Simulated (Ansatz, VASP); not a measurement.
# Cross-check of SbAs between VASP and Ansatz, part 2 of 2

Aim: how closely do two programs agree when they are given the same cell, functional and k mesh? The cell is generated by rule, not measured, and may not be a known phase. The cell is taken from a series of runs on this material, whose earlier steps may have relaxed, scaled, displaced or heated it; both programs get it as it stands.

VASP 6.6.1 and Ansatz 0.2.0.

So far. Step 2 (Ansatz: single point, PBEsol, pair 1): The run ends at a pressure of 0.08 GPa, with forces up to 0.15 eV/Å. Step 3 (VASP: single point, PBEsol, pair 1): The run ends at a pressure of 0.21 GPa, with forces up to 0.15 eV/Å.

### 5. VASP: single point, PBEsol, pair 2

Level of this step: PBEsol; plane waves and PAW (Sb, As); invented cell (VASP).

With cell and atoms fixed, the geometry can't cause a difference; cores, projectors, grids and the points listed under the comparison can.

Input file INCAR:

```
SYSTEM = SbAs
PREC = Accurate
ENCUT = 500
EDIFF = 1E-06
NELM = 120
ISMEAR = 1
SIGMA = 0.2
LREAL = .FALSE.
ALGO = Normal
GGA = PS
NBANDS = 28
LORBIT = 11
LWAVE = .FALSE.
LCHARG = .FALSE.
ISIF = 2
LASPH = .TRUE.
GGA_COMPAT = .FALSE.
KPAR = 2
```

Input file POSCAR:

```
SbAs
1.0
    0.0000000000     -3.2138340659     -3.2138340659
    0.0000000000      3.2138340659     -3.2138340659
   12.8553362638      0.0000000000      0.0000000000
Sb As
4 4
Direct
    0.4913206685      0.5134742057      0.2500000000
    0.5086793315      0.4865257943      0.7500000000
    0.9726393615      0.0399296236      0.0000000000
    0.0273606385      0.9600703764      0.5000000000
    0.0061507739      0.5421084366      0.8750000000
    0.9938492261      0.4578915634      0.3750000000
    0.5310546355      0.9803253296      0.6250000000
    0.4689453645      0.0196746704      0.1250000000
```

Input file KPOINTS:

```
Automatic mesh
0
Gamma
8 8 4
0 0 0
```

PAW data sets: Sb and As (PBE family, release 64).

Command:

```bash
$ mpirun -np 2 vasp_std
```

Numbers of over 12 decimals in the logs are rounded to 6 here.

Output:

```text
[banner, memory and clock lines left out]
running    2 mpi-ranks, on    1 nodes
[...]
[... a notice as in an earlier step ...]

 LDA part: xc-table for (Slater+PW92), standard interpolation
 POSCAR, INCAR and KPOINTS ok, starting setup
[...]
entering main loop
       N       E                     dE             d eps       ncg     rms          rms(c)
DAV:   1     0.182662572201E+03    0.18266E+03   -0.13473E+04  5712   0.108E+03
DAV:   2    -0.167055223277E+02   -0.19937E+03   -0.19410E+03  7032   0.175E+02
DAV:   3    -0.356178096952E+02   -0.18912E+02   -0.18480E+02  7000   0.565E+01
DAV:   4    -0.361360156631E+02   -0.51821E+00   -0.51404E+00  7296   0.959E+00
[...]
DAV:  11    -0.357744585384E+02   -0.17752E-04   -0.45152E-05  6544   0.263E-02    0.729E-03
DAV:  12    -0.357744569828E+02    0.15555E-05   -0.71352E-06  6548   0.109E-02    0.461E-03
DAV:  13    -0.357744573685E+02   -0.38570E-06   -0.11513E-06  3820   0.441E-03
   1 F= -.35774457E+02 E0= -.35769780E+02  d E =-.140318E-01
```

From OUTCAR (step 5):

```text
  Total       -0.0029288      0.2427960     -0.1332563      0.0000000     -0.1240872      0.0000000
  in kB       -0.0176699      1.4648454     -0.8039667      0.0000000     -0.7486473      0.0000000
  external PRESSURE =       0.2144029 kB  Pullay stress =       0.0000000 kB

 POSITION                                       TOTAL-FORCE (eV/Angst)
 -----------------------------------------------------------------------------------
      3.21383      0.07120     -3.22924         0.047990      0.081887      0.013679
      9.64150     -0.07120     -3.19842         0.047990     -0.081887     -0.013679
      0.00000     -2.99757     -3.25423         0.005007      0.213920     -0.048773
      6.42767      2.99757     -3.17344         0.005007     -0.213920      0.048773
     11.24842      1.72248     -1.76201        -0.052070      0.067317     -0.066396
      4.82075     -1.72248     -4.66565        -0.052070     -0.067317      0.066396
      8.03459      1.44388     -4.85732        -0.000928     -0.085219     -0.013566
      1.60692     -1.44388     -1.57034        -0.000928      0.085219      0.013566
 -----------------------------------------------------------------------------------
    total drift:                               -0.000038      0.000000      0.000000

  FREE ENERGIE OF THE ION-ELECTRON SYSTEM (eV)
  ---------------------------------------------------
  free  energy   TOTEN  =       -35.7744573685 eV

  energy  without entropy=      -35.7604255709  energy(sigma->0) =      -35.76978010

[... 2 parts as in an earlier step ...]

[... 1 further part left out ...]
[key lines of the parts left out:]
E-fermi :   3.9492
```

The run ends at a pressure of 0.02 GPa, with forces up to 0.22 eV/Å.

### 6. Ansatz: single point, PBEsol, pair 2

The same cell, functional, mesh and smearing now go to Ansatz, which takes its cutoff from its data sets.

The cell is taken from a series of runs on this material, whose earlier steps may have relaxed, scaled, displaced or heated it; both programs get it as it stands.

Input file input.yaml:

```yaml
crystal:
  lattice:
    - [0.0, -3.2138340659, -3.2138340659]
    - [0.0, 3.2138340659, -3.2138340659]
    - [12.8553362638, 0.0, 0.0]
  atoms:
    - { symbol: Sb, position: [0.4913206685, 0.5134742057, 0.25] }
    - { symbol: Sb, position: [0.5086793315, 0.4865257943, 0.75] }
    - { symbol: Sb, position: [-0.0273606385, 0.0399296236, 0.0] }
    - { symbol: Sb, position: [0.0273606385, -0.0399296236, 0.5] }
    - { symbol: As, position: [0.0061507739, 0.5421084366, 0.875] }
    - { symbol: As, position: [-0.0061507739, 0.4578915634, 0.375] }
    - { symbol: As, position: [0.5310546355, -0.0196746704, 0.625] }
    - { symbol: As, position: [0.4689453645, 0.0196746704, 0.125] }
kpoints:
  mp_grid: { grid: [8, 8, 4] }
hamiltonian:
  xc: pbesol
scf:
  occupations: { method: methfessel_paxton, width: 0.2 }
output:
  forces: true
  stress: true
  eigenvalues: true
```

Command:

```bash
$ ansatz run input.yaml --threads 4 --pin off --max-ram 7168MiB --backend cpu --events-out ev --progress --plain --runs-dir out
```

Output:

```text
[...]
Crystal: 8 atoms, lattice volume = 265.559 Å³
Basis set: ecut = 420 eV, 5187 PW (Γ), exchange–correlation on 64×64×180 points (8 copies of the dense FFT grid, shifted against one another)
Bands: 72, of which v1, the nominal top of the filled ones, is band 60 counted from 1 (59 counted from 0)
Symmetry: 2 space group operations
[...]
k-point 0: bands = [... 56 lower, 4.9693, 6.1787, 6.3628, 6.4191, 6.4681, 6.5640, 6.5750, 7.5874, ... 8 higher]
  k-point 1: bands = [... 56 lower, 5.1677, 6.0872, 6.1739, 6.3419, 6.4812, 6.5849, 6.8492, 7.4616, ... 8 higher]
  k-point 2: bands = [... 56 lower, 5.6177, 5.6177, 6.2138, 6.2138, 6.5797, 6.5797, 7.1712, 7.1712, ... 8 higher]
  k-point 101: bands = [... 56 lower, 6.6094, 6.6094, 6.8419, 6.8419, 7.0272, 7.0272, 7.2558, 7.2558, ... 8 higher]
[key lines of the parts left out:]
SCF converged after 7 iterations
Free energy (F): -44881.515594 eV
Fermi energy:    6.936311 eV
P = ⅓ Tr σ = -0.1082 GPa (-1.082 kbar)
```

The run ends at a pressure of -0.11 GPa, with forces up to 0.22 eV/Å.

### 7. Comparison

What differs besides the data sets and the points named for the pairs above, as far as they apply: the data sets hold 120 valence electrons in Ansatz (on its default PAW (the set named soft_2) files) and 40 in VASP. Total energies have different zeros and are not compared.

The two programs side by side:

| quantity | Ansatz | VASP | difference |
| --- | --- | --- | --- |
| pressure (GPa) | -0.11 | 0.02 | -0.13 |

Forces (eV/Å; atoms numbered as in POSCAR):

| atom | Ansatz x, y, z | VASP x, y, z |
| --- | --- | --- |
| Sb1 | 0.047, 0.078, 0.028 | 0.048, 0.082, 0.014 |
| Sb2 | 0.047, -0.078, -0.028 | 0.048, -0.082, -0.014 |
| Sb3 | 0.006, 0.211, -0.053 | 0.005, 0.214, -0.049 |
| Sb4 | 0.006, -0.211, 0.053 | 0.005, -0.214, 0.049 |
| As5 | -0.052, 0.071, -0.060 | -0.052, 0.067, -0.066 |
| As6 | -0.052, -0.071, 0.060 | -0.052, -0.067, 0.066 |
| As7 | 0.000, -0.096, -0.008 | -0.001, -0.085, -0.014 |
| As8 | 0.000, 0.096, 0.008 | -0.001, 0.085, 0.014 |

The forces differ by 6.1 meV/Å r.m.s., which is 7.7 % of the r.m.s. force of 0.080 eV/Å (both taken over all components).

### 8. Outcome

```
r.m.s. force difference (single point, PBEsol, pair 1) : 4.0 meV/Å
r.m.s. force difference (single point, PBEsol, pair 2) : 6.1 meV/Å
```

**Reading.** The r.m.s. force difference is 6.1 meV/Å (single point, PBEsol, pair 2), within the 12 meV/Å picked in this series as the mark of a large difference. The data sets hold unlike numbers of valence electrons (120 in Ansatz and 40 in VASP), so part of the differences comes from the potentials. How closely two codes agree says nothing of how well the functional describes the real material.

[Lines on the potential files, build, host, timing and source positions are cut from VASP's logs without a mark.]

[Logs are printed without paths, hosts, clocks, repeated set-up lines and the standing remarks that a program may print on its own settings, such as how far it seeks lower states.]

[Hosts, paths, dates, database ids (printed as entryN), source tags and the programs' standing remarks are cut or masked in the printed files.]
